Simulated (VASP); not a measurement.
YHg, 2 atoms in the cell. The structure is cubic, space group Pm-3m (No. 221). Conventional cell: a = 3.727 Å, b = 3.727 Å, c = 3.727 Å, α = 90.00°, β = 90.00°, γ = 90.00°. Y (site symmetry m-3m) has 8 Hg at 3.23 Å as nearest neighbours. Hg (site symmetry m-3m) has 8 Y at 3.23 Å as nearest neighbours. 

| Quantity | Value |
| --- | --- |
| Program | VASP 6.6.1 |
| Task | relaxation of cell and atoms |
| Functional | PBEsol |
| Potentials or basis | VASP PAW PBE potentials, release 64 (Y_sv, Hg) |
| Cutoff | 600 eV |
| k mesh | 12 × 12 × 12 |
| Occupations | gaussian, width 0.1 eV |
| Spin | no spin polarisation |
| Dipole correction | no |
| Further INCAR settings | ALGO = Normal; EDIFF = 1e-07; IBRION = 2; EDIFFG = -0.005; NSW = 70; ISIF = 3 |

Potentials or basis: VASP PAW PBE potentials, release 64 (Y_sv, Hg).

The run is started by

```sh
$ cat potpaw_PBE.64/Y_sv/POTCAR potpaw_PBE.64/Hg/POTCAR > POTCAR
$ mpirun -np 1 vasp_std > vasp.out
```

Hardware: 1 thread of AMD EPYC 9R45 96-Core Processor (Zen 5) (shared host).

Problem. Estimate the wall time of this run.

Solution. Wall time 93 s on 1 thread of AMD EPYC 9R45 96-Core Processor (Zen 5), on a shared host, peak memory 0.23 GiB. Counts: scf iterations 36, k points 84, ion steps 3.
